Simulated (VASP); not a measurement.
All values below come from r2SCAN meta-GGA, VASP's PBE PAW potentials (set 64) (plane waves; VASP).

A VASP calculation is set up with these files.

### POSCAR
```
Cu
1.0
  0.0000000000   1.7592569563   1.7592569563
  1.7592569563   0.0000000000   1.7592569563
  1.7592569563   1.7592569563   0.0000000000
Cu
1
direct
  0.0000000000   0.0000000000   0.0000000000
```

**INCAR**
```
SYSTEM = Cu
PREC = Accurate; ENCUT = 500; LREAL = F
LASPH = T
EDIFF = 1E-6; NELM = 100; ALGO = Normal
LMAXMIX = 4; LMIXTAU = T
ISMEAR = 1; SIGMA = 0.1
METAGGA = R2SCAN
IBRION = 2; NSW = 40; ISIF = 3
EDIFFG = -0.02; PSTRESS = 100
LWAVE = F; LCHARG = F
```

### KPOINTS
```
K-points
0
G
18 18 18
0 0 0
```

POTCAR, in this order: Cu (PBE.64 set). Program: vasp_std.

Output of the run:

**OSZICAR**
```
       N       E                     dE             d eps       ncg     rms          rms(c)
DAV:   1     0.262607977007E+02    0.26261E+02   -0.56274E+03  3655   0.207E+03
DAV:   2    -0.128610134122E+02   -0.39122E+02   -0.37201E+02  3514   0.200E+02
DAV:   3    -0.133151649185E+02   -0.45415E+00   -0.45339E+00  4190   0.312E+01
DAV:   4    -0.133188512456E+02   -0.36863E-02   -0.36859E-02  4302   0.247E+00
DAV:   5    -0.133189045606E+02   -0.53315E-04   -0.53314E-04  4157   0.238E-01    0.786E+00
DAV:   6    -0.113176530731E+02    0.20013E+01   -0.26412E+01  3726   0.126E+02    0.534E+00
DAV:   7    -0.108219742445E+02    0.49568E+00   -0.55624E+00  3763   0.542E+01    0.659E-01
DAV:   8    -0.108117364201E+02    0.10238E-01   -0.64152E-02  4013   0.592E+00    0.797E-01
DAV:   9    -0.108076993609E+02    0.40371E-02   -0.11201E-01  4440   0.780E+00    0.750E-02
DAV:  10    -0.108083172453E+02   -0.61788E-03   -0.11068E-03  4044   0.505E-01    0.103E-01
DAV:  11    -0.108082984967E+02    0.18749E-04   -0.96992E-04  4843   0.602E-01    0.824E-03
DAV:  12    -0.108083234464E+02   -0.24950E-04   -0.99828E-05  3730   0.194E-01    0.217E-02
DAV:  13    -0.108083294694E+02   -0.60230E-05   -0.80297E-05  4022   0.181E-01    0.362E-03
DAV:  14    -0.108083312273E+02   -0.17579E-05   -0.42634E-07  2501   0.103E-02    0.266E-03
DAV:  15    -0.108083305914E+02    0.63583E-06   -0.10810E-06  1834   0.248E-02
   1 F= -.10128646E+02 E0= -.10128656E+02  d E =-.101286E+02
```

OUTCAR:
```
------------------------ aborting loop because EDIFF is reached ----------------------------------------
  FORCE on cell =-STRESS in cart. coord.  units (eV):
  Direction    XX          YY          ZZ          XY          YZ          ZX
  --------------------------------------------------------------------------------------
  Total        0.6650910      0.6650910      0.6650910     -0.0000000     -0.0000000      0.0000000
  in kB       97.8529292     97.8529292     97.8529292     -0.0000000     -0.0000000      0.0000000
  external PRESSURE =      -2.1470708 kB  Pullay stress =     100.0000000 kB
  volume of cell :       10.89
      direct lattice vectors                 reciprocal lattice vectors
     0.000000000  1.759256956  1.759256956    -0.284210898  0.284210898  0.284210898
     1.759256956  0.000000000  1.759256956     0.284210898 -0.284210898  0.284210898
     1.759256956  1.759256956  0.000000000     0.284210898  0.284210898 -0.284210898
 POSITION                                       TOTAL-FORCE (eV/Angst)
 -----------------------------------------------------------------------------------
      0.00000      0.00000      0.00000        -0.000000      0.000000      0.000000
 -----------------------------------------------------------------------------------
    total drift:                                0.000000     -0.000000      0.000000
  FREE ENERGIE OF THE ION-ELECTRON SYSTEM (eV)
  ---------------------------------------------------
  free  energy   TOTEN  =       -10.8083305914 eV

  energy  without entropy=      -10.8083606227  energy(sigma->0) =      -10.80834060
  enthalpy is  TOTEN    =       -10.1286462823 eV   P V=        0.6796843091

 reached required accuracy - stopping structural energy minimisation
```
(Selected blocks of OUTCAR.)

The compound is Cu in the fcc structure. It was relaxed first under an external pressure of 10 GPa.
